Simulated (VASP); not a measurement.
```
PrO
1.0
    0.00000     2.51622     2.51622
    2.51622     0.00000     2.51622
    2.51622     2.51622     0.00000
Pr O
1 1
Direct
  0.00000   0.00000   0.00000
  0.50000   0.50000   0.50000
```

Method: PBEsol GGA, VASP's PBE PAW potentials (set 64) (plane waves; VASP 6.6.1). Run with 520 eV cut-off, Gaussian smearing of 0.050 eV, potentials Pr_3 O.

The 4f electrons are frozen in the core of the lanthanide potential, so 4f levels, which can set the real gap, and their magnetism are missing.

Question: Give the energies of bands 6 to 11 at the high-symmetry points, in eV from the Fermi level.

Answer: 
| band | Γ | X | U | L | W |
|---|---|---|---|---|---|
| 6 | -4.54 | -4.36 | -5.50 | -6.99 | -5.99 |
| 7 | -4.54 | -4.36 | -5.21 | -6.24 | -4.56 |
| 8 | -4.54 | -4.27 | -4.48 | -6.24 | -4.56 |
| 9 | 0.14 | -2.76 | -0.87 | 1.42 | 0.57 |
| 10 | 0.42 | 2.92 | 2.97 | 3.61 | 0.57 |
| 11 | 0.42 | 5.09 | 3.95 | 3.61 | 3.65 |

It has no gap at this level: it comes out as a metal or semimetal.

The structure comes from a computed database's PrO entry (Fm-3m); how it stands against other phases isn't given here. It was relaxed first. The electron count is odd and the run is not spin-polarised, which forces a metal.
